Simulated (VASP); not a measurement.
A convergence study with VASP on Tm (hcp): one setting is varied, all else stays as given below, so the limit is that of these other settings. Each run relaxes cell and ions from the cell shown. The basis is that of the starting cell, so low cut-offs carry a Pulay error.

```
Tm
1.0
    1.77000    -3.06573     0.00000
    1.77000     3.06573     0.00000
    0.00000     0.00000     5.55000
Tm
2
Direct
  0.33333   0.66667   0.25000
  0.66667   0.33333   0.75000
```

Level of theory: PBE GGA, VASP's PBE PAW potentials (set 64) (plane waves; VASP 6.6.1). The tightest run used: 700 eV cut-off, 10×10×6 Γ-centred mesh, first-order Methfessel-Paxton smearing of 0.10 eV, potentials Tm_3.

The 4f electrons are frozen in the core of the lanthanide potential, so 4f levels, which can set the real gap, and their magnetism are missing.

Task: The settings run are ENCUT = 150; ENCUT = 200; ENCUT = 250; ENCUT = 300; ENCUT = 350; ENCUT = 400; ENCUT = 450; ENCUT = 500; ENCUT = 550; ENCUT = 600; ENCUT = 650; ENCUT = 700. From which on does the relaxed volume stay within 0.1 Å³/atom of the tightest run?

Result: From ENCUT = 250 on: it is off by 0.020 there and by no more than 0.1 in any finer run, while ENCUT = 200 is off by 0.133.
```
setting      relaxed volume (Å³/atom)  E (eV/atom)  plane waves  difference judged (Å³/atom)
-----------  ------------------------  -----------  -----------  ---------------------------
ENCUT = 150                    29.805      -4.4553          265                        0.452
ENCUT = 200                    30.125      -4.4744          398                        0.133
ENCUT = 250                    30.237      -4.4786          554                        0.020
ENCUT = 300                    30.249      -4.4799          724                        0.008
ENCUT = 350                    30.252      -4.4801          923                        0.005
ENCUT = 400                    30.253      -4.4803         1112                        0.004
ENCUT = 450                    30.254      -4.4804         1320                        0.004
ENCUT = 500                    30.257      -4.4804         1556                        0.000
ENCUT = 550                    30.269      -4.4804         1784                        0.011
ENCUT = 600                    30.268      -4.4804         2036                        0.011
ENCUT = 650                    30.257      -4.4804         2297                        0.000
ENCUT = 700                    30.257      -4.4804         2568                        0.000
```

Left out are rungs that failed or repeat a setting and relaxations that didn't move; long series are thinned to 24 rows.

The compound is Tm in the hcp structure.
